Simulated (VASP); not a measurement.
Level of theory: PBE GGA, VASP's PBE PAW potentials (set 64) (plane waves; VASP).

A VASP calculation is set up with these files.

**INCAR**
```
# general
SYSTEM =SnSe2
PREC   =Accurate
ENCUT  =300
LREAL  =.False.   # projection in real space or not
LASPH  =.True.

# electronic loop
EDIFF  =1E-6   # SCF stop (eV)
NELM   =100   # most electronic steps
ALGO   =Normal   # blocked Davidson
LMAXMIX=4   # l cut-off of mixed one-centre charges

# smearing
ISMEAR =0   # Gaussian
SIGMA  =0.01

# functional
GGA    =PE

# ions
ISIF   =2   # forces and stress, cell fixed

# output
LWAVE  =.False.
LCHARG =.False.
```

### POSCAR
```
SnSe2
1.0
  3.8257640000   0.0000000000   0.0000000000
 -1.9128820000   3.3132090000   0.0000000000
  0.0000000000   0.0000000000   6.4586390000
Sn Se
1 2
Cart
  0.0000000000   0.0000000000   0.0000000000
  1.9128839129   1.1044018956   4.8898355869
 -0.0000019129   2.2088071044   1.5688034131
```

KPOINTS:
```
Automatic mesh
0
Gamma
7 7 4
0 0 0
```

POTCAR, in this order: Sn_d Se (PBE.64 set). Program: vasp_std.

**Question.** What will the output report for the number of irreducible k-points (NKPTS), largest plane-wave count, number of space-group operations, FFT grid (NGX, NGY, NGZ)?

**Answer.** 
```yaml
number of irreducible k-points (NKPTS): 28
largest_plane_wave_count: 990
number_of_space_group_operations: 12
FFT grid (NGX, NGY, NGZ): 24 × 24 × 36
```

The structure comes from a computed database's SnSe2 entry; how it stands against other phases isn't given here. The cell was not relaxed at this level.
